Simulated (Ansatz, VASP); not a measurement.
# SiP5 in VASP and in Ansatz

```
CELL_PARAMETERS angstrom
3.47021 0.00000 0.00000
-1.73510 3.00529 0.00000
0.00000 0.00000 9.42902
ATOMIC_POSITIONS crystal
Si 0.00000 0.00000 0.23172
P 0.33333 0.66667 0.43631
P 0.66667 0.33333 0.56068
P 0.66667 0.33333 0.11516
P 0.00000 0.00000 0.76659
P 0.33333 0.66667 0.88955
```

Alike in both runs: functional PBE; k mesh 5 × 5 × 2; occupations gaussian, width 0.2 eV; no spin polarisation.

Ansatz relaxed the structure, and its values are those at the end. VASP's run is a single point on that final structure, the one shown.

|  | VASP | Ansatz |
| --- | --- | --- |
| version | VASP 6.6.1 | Ansatz 0.2.0 |
| potentials or method | VASP PAW PBE potentials, release 64 (Si, P) | scalar-relativistic, plane waves, PAW |
| plane-wave cutoff (eV) | 520 | 420 |
| valence electrons in the cell | 29 | 29 |

Ansatz gave:

- gap on the k mesh at the Fermi level (eV): none
- pressure (GPa): -0.1
- rms of the force components (eV/Å): 0.003

Q: Which values does VASP return?

A: gap on the k mesh at the Fermi level (eV): none; pressure (GPa): -0.3; rms of the force components (eV/Å): 0.024.

A gap of «none» marks a metal or a gap that the smearing closes.

Caveats: the k mesh is coarse (spacing up to 0.42 Å⁻¹), so the values aren't converged.
